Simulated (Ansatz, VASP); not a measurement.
# Cross-check of SnO (Romarchite) between VASP and Ansatz

One calculation is typed for both programs; each brings its own data sets. How far apart do they land? The two relaxations start from unlike cells of this crystal (the structure described is Ansatz's start), so only their ends are compared.

Main program and level: Ansatz 0.2.0; plane waves, with VASP 6.6.1 beside it; relaxation of cell and atoms at r2SCAN.

### Step 1. Starting point

It takes space group P4/nmm (No. 129, tetragonal). Conventional cell: a = 3.805 Å, b = 3.805 Å, c = 4.751 Å, α = 90.00°, β = 90.00°, γ = 90.00°. Nearest to Sn lie 4 O at 2.22 Å. O has 4 Sn at 2.22 Å nearest. Farther neighbours and most contacts between anions are not listed.

As a file:

```cif
data_structure
_symmetry_space_group_name_H-M 'P 1'
_symmetry_Int_Tables_number 1
_cell_length_a 3.8046
_cell_length_b 3.8046
_cell_length_c 4.7508
_cell_angle_alpha 90.000
_cell_angle_beta 90.000
_cell_angle_gamma 90.000
_cell_volume 68.77
loop_
_atom_site_label
_atom_site_type_symbol
_atom_site_fract_x
_atom_site_fract_y
_atom_site_fract_z
_atom_site_occupancy
Sn1 Sn 0.50000 0.00000 0.24244 1
Sn2 Sn 0.00000 0.50000 0.75756 1
O3 O 0.00000 0.00000 0.00000 1
O4 O 0.50000 0.50000 0.00000 1
```

### Step 2. VASP: relaxation of cell and atoms, r2SCAN

The relaxed volume is the usual yardstick between codes: in a stiff, nearly cubic crystal its relative difference is about their pressure difference at one cell divided by the bulk modulus.

Lines of VASP's logs that name or quote its potential files are left out, and so is its time.

Contents of INCAR:

```
SYSTEM = SnO
PREC = Accurate
ENCUT = 660
EDIFF = 1E-07
NELM = 120
ISMEAR = 1
SIGMA = 0.2
LREAL = .FALSE.
ALGO = Normal
METAGGA = R2SCAN
LASPH = .TRUE.
NBANDS = 26
LORBIT = 11
LWAVE = .FALSE.
LCHARG = .FALSE.
ISIF = 3
IBRION = 2
NSW = 80
EDIFFG = -0.005
GGA_COMPAT = .FALSE.
NELMIN = 4
EFERMI = MIDGAP
LMIXTAU = .TRUE.
KPAR = 2
```

Contents of POSCAR:

```
SnO
1.0
    3.8136010046      0.0000000000      0.0000000000
    0.0000000000      3.8136010046      0.0000000000
    0.0000000000      0.0000000000      4.8923746771
Sn O
2 2
Direct
    0.5000001314      0.0000000000      0.2352321858
    0.0000000000      0.5000001314      0.7647678142
    0.0000000000      0.0000000000      0.0000000000
    0.5000001314      0.5000001314      0.0000000000
```

Contents of KPOINTS:

```
Automatic mesh
0
Gamma
12 12 10
0 0 0
```

PAW data sets: Sn_d and O (PBE family, release 64).

Started as:

```bash
mpirun -np 2 vasp_std
```

Numbers of over 12 decimals in the logs are rounded to 6 here.

Log:

```text
[banner, memory and clock lines left out]
running    2 mpi-ranks, on    1 nodes
 distrk:  each k-point on    1 cores,    2 groups
 distr:  one band on    1 cores,    1 groups

 POSCAR found type information on POSCAR SnO
 POSCAR found :  2 types and       4 ions
|                                                                             |
|               ----> ADVICE to this user running VASP <----                  |
|                                                                             |
|     You enforced a specific xc type in the INCAR file but a different       |
|     [... a line on the potential file left out ...]
|     I HOPE YOU KNOW WHAT YOU ARE DOING!                                     |
|                                                                             |

 LDA part: xc-table for (None), standard interpolation
 POSCAR, INCAR and KPOINTS ok, starting setup
 FFT: planning ... GRIDC
 FFT: planning ... GRID_SOFT
 FFT: planning ... GRID
 WAVECAR not read
 entering main loop
       N       E                     dE             d eps       ncg     rms          rms(c)
DAV:   1     0.399722485098E+03    0.39972E+03   -0.23747E+04  8814   0.277E+03
DAV:   2    -0.825675932260E+01   -0.40798E+03   -0.39663E+03  9112   0.611E+02
DAV:   3    -0.756161996756E+02   -0.67359E+02   -0.66040E+02 10110   0.207E+02
DAV:   4    -0.790894774961E+02   -0.34733E+01   -0.34522E+01 10134   0.486E+01
DAV:   5    -0.791744727266E+02   -0.84995E-01   -0.84886E-01 10542   0.809E+00    0.110E+01
DAV:   6    -0.686698410271E+02    0.10505E+02   -0.12266E+01 13116   0.514E+01    0.423E+00
DAV:   7    -0.662960593299E+02    0.23738E+01   -0.24704E+00  9068   0.106E+01    0.252E+00
DAV:   8    -0.691470319197E+02   -0.28510E+01   -0.12026E+00  9206   0.107E+01    0.113E+00
DAV:   9    -0.667482332974E+02    0.23988E+01   -0.59941E-01  8790   0.604E+00    0.456E-01
DAV:  10    -0.669127587532E+02   -0.16453E+00   -0.15761E-01  9636   0.318E+00    0.326E-01
DAV:  11    -0.669099109972E+02    0.28478E-02   -0.10506E-02  9332   0.876E-01    0.225E-01
DAV:  12    -0.669113352048E+02   -0.14242E-02   -0.16515E-02  9132   0.119E+00    0.393E-02
DAV:  13    -0.669179301607E+02   -0.65950E-02   -0.26237E-03  8848   0.477E-01    0.240E-02
DAV:  14    -0.669183428357E+02   -0.41267E-03   -0.43629E-04  9544   0.201E-01    0.218E-02
DAV:  15    -0.669183923197E+02   -0.49484E-04   -0.17568E-04  9320   0.147E-01    0.152E-02
DAV:  16    -0.669184170661E+02   -0.24746E-04   -0.42936E-05 11842   0.665E-02    0.338E-03
DAV:  17    -0.669184067065E+02    0.10360E-04   -0.17012E-05  9308   0.312E-02    0.369E-03
DAV:  18    -0.669184062462E+02    0.46031E-06   -0.41160E-06 11052   0.202E-02    0.150E-03
DAV:  19    -0.669184209683E+02   -0.14722E-04   -0.67416E-06  8832   0.239E-02    0.117E-03
DAV:  20    -0.669184211903E+02   -0.22195E-06   -0.52920E-07  8684   0.660E-03    0.652E-04
DAV:  21    -0.669184212252E+02   -0.34897E-07   -0.46599E-08  5148   0.232E-03
   1 F= -.66918421E+02 E0= -.66918666E+02  d E =-.669184E+02
[...]
2 F= -.66918430E+02 E0= -.66918675E+02  d E =-.925886E-05
[...]
3 F= -.66918432E+02 E0= -.66918676E+02  d E =-.106943E-04
[...]
4 F= -.66918433E+02 E0= -.66918677E+02  d E =-.118877E-04
 curvature:  -0.98 expect dE=-0.146E-04 dE for cont linesearch -0.926E-07
 trial: gam= 1.36368 g(F)=  0.847E-07 g(S)=  0.149E-04 ort =-0.105E-05 (trialstep = 0.406E+00)
 search vector abs. value=  0.339E-04
 bond charge predicted
       N       E                     dE             d eps       ncg     rms          rms(c)
DAV:   1    -0.669184647178E+02   -0.31635E-04   -0.88164E-04 10604   0.336E-01    0.330E-02
DAV:   2    -0.669184429930E+02    0.21725E-04   -0.74518E-05 10796   0.893E-02    0.149E-02
DAV:   3    -0.669184375712E+02    0.54218E-05   -0.96484E-06 10970   0.511E-02    0.675E-03
DAV:   4    -0.669184354620E+02    0.21092E-05   -0.50394E-06  9460   0.326E-02    0.158E-03
DAV:   5    -0.669184366668E+02   -0.12048E-05   -0.24131E-06  9048   0.148E-02    0.817E-04
DAV:   6    -0.669184367832E+02   -0.11638E-06   -0.29288E-07  7724   0.553E-03    0.471E-04
DAV:   7    -0.669184368486E+02   -0.65415E-07   -0.13330E-07  6164   0.347E-03
   5 F= -.66918437E+02 E0= -.66918681E+02  d E =-.373575E-05
 trial-energy change:   -0.000004  1 .order   -0.000004   -0.000005   -0.000003
 step:   0.8416(harm=  0.8416)  dis= 0.00004  next Energy=   -66.918439 (dE=-0.569E-05)
 reached required accuracy - stopping structural energy minimisation
```

Parts of OUTCAR (step 2):

```text
ion  position               nearest neighbor table
   1  0.500  0.000  0.235-   3 2.23   4 2.23   4 2.23   3 2.23   2 3.55   2 3.55   2 3.55   2 3.55
                             2 3.74   2 3.74   2 3.74   2 3.74
   2  0.000  0.500  0.765-   3 2.23   4 2.23   4 2.23   3 2.23   1 3.55   1 3.55   1 3.55   1 3.55
                             1 3.74   1 3.74   1 3.74   1 3.74
   3  0.000  0.000  0.000-   1 2.23   2 2.23   1 2.23   2 2.23
   4  0.500  0.500  0.000-   1 2.23   2 2.23   1 2.23   2 2.23

  LATTYP: Found a simple tetragonal cell.
 ALAT       =     3.8136010046
 C/A-ratio  =     1.2828753378

 Subroutine GETGRP returns: Found 16 space group operations
 (whereof  8 operations were pure point group operations)

The static configuration has the point symmetry D_2d.
 The point group associated with its full space group is D_4h.

 Found    168 irreducible k-points:

   k-points           NKPTS =    168   k-points in BZ     NKDIM =    168   number of bands    NBANDS=     26

   dimension x,y,z NGX =    32 NGY =   32 NGZ =   42
   dimension x,y,z NGXF=    64 NGYF=   64 NGZF=   84

   ENCUT  =  660.0 eV  48.51 Ry    6.96 a.u.   7.99  7.99 10.25*2*pi/ulx,y,z

   NELECT =      40.0000    total number of electrons

 k-points in reciprocal lattice and weights: Automatic mesh
   0.00000000  0.00000000  0.00000000       0.001
   0.08333333  0.00000000  0.00000000       0.003
   0.16666667  0.00000000  0.00000000       0.003
   0.25000000  0.00000000  0.00000000       0.003
   0.33333333  0.00000000  0.00000000       0.003
   0.41666667  0.00000000  0.00000000       0.003
   0.50000000  0.00000000  0.00000000       0.001
   0.08333333  0.08333333  0.00000000       0.003
   0.16666667  0.08333333  0.00000000       0.006
[...]
0.50000000  0.41666667  0.50000000       0.003
   0.50000000  0.50000000  0.50000000       0.001

 average (electrostatic) potential at core
       1-105.7526       2-105.7526       3 -72.7438       4 -72.7438

 E-fermi :   7.0438

 k-point     1 :       0.0000    0.0000    0.0000
  band No.  band energies     occupation
    ...
     16       0.3113      2.00000
     17       3.1228      2.00000
     18       3.4289      2.00000
     19       3.4289      2.00000
     20       6.9658      1.60755
     21       9.3364     -0.00000
     22      11.4688      0.00000
     23      11.8992      0.00000
     24      11.8992      0.00000
     25      12.9798      0.00000
    ...

 k-point     2 :       0.0833    0.0000    0.0000
  band No.  band energies     occupation
    ...
     16       0.3575      2.00000
     17       3.0148      2.00000
     18       3.3661      2.00000
     19       3.3673      2.00000
     20       6.9542      1.68018
     21       9.5492     -0.00000
     22      11.1239      0.00000
     23      11.8362      0.00000
     24      11.9457      0.00000
     25      12.7765      0.00000
    ...

 k-point     3 :       0.1667    0.0000    0.0000
  band No.  band energies     occupation
    ...
     16       0.4938      2.00000
     17       2.7587      2.00000
     18       3.1843      2.00000
     19       3.2211      2.00000
     20       6.8197      2.06704
     21      10.0943     -0.00000
     22      10.4199     -0.00000
     23      12.0698      0.00000
     24      12.0827      0.00000
     25      12.3349      0.00000
    ...

  Total        0.0133957      0.0133957      0.0131007      0.0000000      0.0000000      0.0000000
  in kB        0.3016626      0.3016626      0.2950184      0.0000000      0.0000000      0.0000000
  external PRESSURE =       0.2994478 kB  Pullay stress =       0.0000000 kB

  energy-cutoff  :      660.00
  volume of cell :       71.15
      direct lattice vectors                 reciprocal lattice vectors
     3.812095693  0.000000000  0.000000000     0.262322901  0.000000000  0.000000000
     0.000000000  3.812095693 -0.000000000     0.000000000  0.262322901  0.000000000
     0.000000000  0.000000000  4.895850733     0.000000000  0.000000000  0.204254593

 POSITION                                       TOTAL-FORCE (eV/Angst)
 -----------------------------------------------------------------------------------
      1.90605      0.00000      1.15151         0.000000      0.000000     -0.003241
      0.00000      1.90605      3.74434         0.000000      0.000000      0.003241
      3.81210      0.00000      0.00000        -0.000000      0.000000      0.000000
      1.90605      1.90605     -0.00000        -0.000000      0.000000      0.000000
 -----------------------------------------------------------------------------------
    total drift:                               -0.000379     -0.000402     -0.000000

  FREE ENERGIE OF THE ION-ELECTRON SYSTEM (eV)
  ---------------------------------------------------
  free  energy   TOTEN  =       -66.9184368486 eV

  energy  without entropy=      -66.9191679589  energy(sigma->0) =      -66.91868055

 reached required accuracy - stopping structural energy minimisation

 total charge
# of ion       s       p       d       tot
------------------------------------------
    1        1.223   0.808  10.074  12.105
    2        1.223   0.808  10.074  12.105
    3        1.574   3.472   0.000   5.046
    4        1.574   3.472   0.000   5.046
--------------------------------------------------
tot          5.594   8.560  20.149  34.303

[... 3 further parts left out ...]
```

[end of part 1 of 2]

[Lines on the potential files, build, host, timing and source positions are cut from VASP's logs without a mark.]

[Logs are printed without paths, hosts, clocks, repeated set-up lines and the standing remarks that a program may print on its own settings, such as how far it seeks lower states.]

[Hosts, paths, dates, database ids (printed as entryN), source tags and the programs' standing remarks are cut or masked in the printed files.]
